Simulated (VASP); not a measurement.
These are PBE GGA with D3 dispersion (zero damping), VASP's PBE PAW potentials (set 64) (plane waves; VASP 6.6.1) values and carry that method's errors.

VASP input:

File KPOINTS:
```
Automatic mesh
0
Gamma
10 10 10
0 0 0
```

**POSCAR**
```
Bi
1
    4.0894789930    -2.2597781882    -0.0161031775
    4.0894789930     2.2597781882    -0.0161031775
    2.8553887956     0.0000000000     3.6983036710
Bi
2
Direct
  0.2358940718   0.2358940718   0.2358940718
  0.7641059282   0.7641059282   0.7641059282
```

**INCAR**
```
SYSTEM=Bi
PREC=Accurate; ENCUT=520; LREAL=.FALSE.
LASPH=.TRUE.
EDIFF=1E-7; NELM=100; ALGO=Normal
LMAXMIX=4
ISMEAR=1; SIGMA=0.1
GGA=PE; IVDW=11
IBRION=2; NSW=30; ISIF=4
EDIFFG=-0.01
LWAVE=.FALSE.; LCHARG=.FALSE.
```

POTCAR, in this order: Bi_d (PBE.64 set). Program: vasp_std.

What VASP printed:

OUTCAR:
```
 ion  position               nearest neighbor table
   1  0.236  0.236  0.236-   2 3.07   2 3.07   2 3.07   2 3.46   2 3.46   2 3.46
   2  0.764  0.764  0.764-   1 3.07   1 3.07   1 3.07   1 3.46   1 3.46   1 3.46
  LATTYP: Found a trigonal (rhomboedric) cell.
 ALAT       =     4.6723329511
 COS(alpha) =     0.5321634489
 Subroutine PRICEL returns:
 Original cell was already a primitive cell.
 Subroutine GETGRP returns: Found 12 space group operations
The static configuration has the point symmetry D_3d.
The dynamic configuration has the point symmetry D_3d.
 Subroutine INISYM returns: Found 12 space group operations
 Subroutine IBZKPT returns following result:
 Found    116 irreducible k-points:

 Following reciprocal coordinates:
            Coordinates               Weight
  0.000000  0.000000  0.000000      1.000000
  0.100000 -0.000000 -0.000000      6.000000
  0.200000 -0.000000 -0.000000      6.000000
  0.300000  0.000000  0.000000      6.000000
  0.400000  0.000000 -0.000000      6.000000
  0.500000  0.000000  0.000000      3.000000
  0.100000  0.100000 -0.000000      6.000000
  0.200000  0.100000  0.000000     12.000000
...
```

File OSZICAR:
```
       N       E                     dE             d eps       ncg     rms          rms(c)
DAV:   1     0.293502211535E+03    0.29350E+03   -0.16754E+04  4416   0.192E+03
DAV:   2     0.163128025221E+02   -0.27719E+03   -0.27293E+03  4429   0.460E+02
DAV:   3    -0.689197006216E+01   -0.23205E+02   -0.22821E+02  5139   0.156E+02
DAV:   4    -0.769705331022E+01   -0.80508E+00   -0.80335E+00  4883   0.313E+01
DAV:   5    -0.773997749778E+01   -0.42924E-01   -0.42923E-01  6021   0.656E+00    0.104E+00
DAV:   6    -0.773744002568E+01    0.25375E-02   -0.18453E-02  5341   0.157E+00    0.624E-01
DAV:   7    -0.773729738967E+01    0.14264E-03   -0.12398E-02  5261   0.143E+00    0.112E-01
DAV:   8    -0.773747782205E+01   -0.18043E-03   -0.15348E-03  4812   0.498E-01    0.197E-02
DAV:   9    -0.773749358013E+01   -0.15758E-04   -0.64120E-05  5941   0.793E-02    0.951E-03
DAV:  10    -0.773749177125E+01    0.18089E-05   -0.55400E-06  4834   0.185E-02    0.167E-03
DAV:  11    -0.773749225688E+01   -0.48563E-06   -0.57304E-07  3854   0.595E-03    0.958E-04
DAV:  12    -0.773749224524E+01    0.11639E-07   -0.13959E-07  3657   0.320E-03
   1 F= -.83720753E+01 E0= -.83721478E+01  d E =-.837208E+01
       N       E                     dE             d eps       ncg     rms          rms(c)
DAV:   1    -0.773775500202E+01   -0.26275E-03   -0.51305E-01  4852   0.490E+00    0.136E-01
DAV:   2    -0.773908498272E+01   -0.13300E-02   -0.17642E-02  6478   0.166E+00    0.794E-02
DAV:   3    -0.773887432752E+01    0.21066E-03   -0.41647E-04  6417   0.316E-01    0.171E-02
DAV:   4    -0.773887714550E+01   -0.28180E-05   -0.12080E-04  5990   0.105E-01    0.473E-03
DAV:   5    -0.773887747048E+01   -0.32498E-06   -0.62029E-06  5219   0.323E-02    0.161E-03
DAV:   6    -0.773887745785E+01    0.12623E-07   -0.36028E-07  3804   0.818E-03
   2 F= -.83733580E+01 E0= -.83734244E+01  d E =-.128273E-02
       N       E                     dE             d eps       ncg     rms          rms(c)
DAV:   1    -0.773474351043E+01    0.41340E-02   -0.25805E+00  4864   0.110E+01    0.304E-01
DAV:   2    -0.774106739793E+01   -0.63239E-02   -0.85055E-02  6463   0.355E+00    0.178E-01
DAV:   3    -0.774001265198E+01    0.10547E-02   -0.21320E-03  6207   0.708E-01    0.353E-02
DAV:   4    -0.774003805308E+01   -0.25401E-04   -0.61766E-04  5892   0.244E-01    0.109E-02
DAV:   5    -0.774003878258E+01   -0.72950E-06   -0.29008E-05  5328   0.705E-02    0.368E-03
DAV:   6    -0.774003890257E+01   -0.11999E-06   -0.21481E-06  5886   0.178E-02    0.161E-03
DAV:   7    -0.774003891637E+01   -0.13797E-07   -0.13322E-07  2566   0.443E-03
   3 F= -.83743020E+01 E0= -.83743584E+01  d E =-.222668E-02
       N       E                     dE             d eps       ncg     rms          rms(c)
DAV:   1    -0.773993885924E+01    0.10004E-03   -0.39887E-02  4864   0.137E+00    0.385E-02
DAV:   2    -0.774004897254E+01   -0.11011E-03   -0.14389E-03  6474   0.481E-01    0.222E-02
DAV:   3    -0.774003362440E+01    0.15348E-04   -0.30938E-05  6501   0.862E-02    0.527E-03
DAV:   4    -0.774003371279E+01   -0.88394E-07   -0.90087E-06  6145   0.288E-02    0.128E-03
DAV:   5    -0.774003360130E+01    0.11150E-06   -0.50963E-07  4166   0.946E-03    0.429E-04
DAV:   6    -0.774003361565E+01   -0.14348E-07   -0.29428E-08  2249   0.254E-03
   4 F= -.83743229E+01 E0= -.83743802E+01  d E =-.224765E-02
       N       E                     dE             d eps       ncg     rms          rms(c)
DAV:   1    -0.774057766093E+01   -0.54406E-03   -0.30096E-02  4683   0.144E+00    0.130E-01
DAV:   2    -0.774022201632E+01    0.35564E-03   -0.12523E-03  6391   0.624E-01    0.838E-02
DAV:   3    -0.773996212800E+01    0.25989E-03   -0.39765E-04  5628   0.484E-01    0.828E-03
DAV:   4    -0.773997401977E+01   -0.11892E-04   -0.14828E-04  4720   0.164E-01    0.418E-03
DAV:   5    -0.773997427653E+01   -0.25676E-06   -0.49761E-06  5597   0.238E-02    0.180E-03
DAV:   6    -0.773997420247E+01    0.74058E-07   -0.27349E-07  3693   0.113E-02
   5 F= -.83744007E+01 E0= -.83744624E+01  d E =-.777716E-04
```

File OUTCAR:
```
------------------------ aborting loop because EDIFF is reached ----------------------------------------
 Edisp (eV)   -0.63443
  FORCE on cell =-STRESS in cart. coord.  units (eV):
  Direction    XX          YY          ZZ          XY          YZ          ZX
  --------------------------------------------------------------------------------------
  Total       0.52738     0.55365     0.55075     0.00000     0.00000    -0.00873
  in kB      12.32398    12.93785    12.87009     0.00000     0.00000    -0.20396
  external pressure =       12.71 kB  Pullay stress =        0.00 kB
  volume of cell :       68.56
      direct lattice vectors                 reciprocal lattice vectors
     4.068679499 -2.266578462 -0.027150898     0.122265487 -0.220596820 -0.093585125
     4.068679499  2.266578462 -0.027150898     0.122265487  0.220596820 -0.093585125
     2.830875557  0.000000000  3.698433666     0.001795148  0.000000000  0.269010681
 POSITION                                       TOTAL-FORCE (eV/Angst)
 -----------------------------------------------------------------------------------
      2.60362      0.00000      0.86504        -0.003234      0.000000     -0.001074
      8.36462      0.00000      2.77910         0.003234      0.000000      0.001074
 -----------------------------------------------------------------------------------
    total drift:                                0.000000      0.000000      0.000000
  FREE ENERGIE OF THE ION-ELECTRON SYSTEM (eV)
  ---------------------------------------------------
  free  energy   TOTEN  =        -8.3744007139 eV

  energy  without entropy=       -8.3745857221  energy(sigma->0) =       -8.37446238

 reached required accuracy - stopping structural energy minimisation
```
(Selected blocks of OUTCAR.)

File CONTCAR:
```
Bi
   1.00000000000000
     4.0686794990283763   -2.2665784623511800   -0.0271508981191962
     4.0686794990283763    2.2665784623511800   -0.0271508981191962
     2.8308755569669191    0.0000000000000000    3.6984336664300450
  Bi
     2
Direct
     0.2373778514731442    0.2373778514731442    0.2373778514761428
     0.7626221485268557    0.7626221485268557    0.7626221485238572
```

The compound is Bi in the a7 structure. This cell is one point of a volume scan, at 0.97 of the reference volume. Symmetry was kept, so distortions that lower it aren't found.
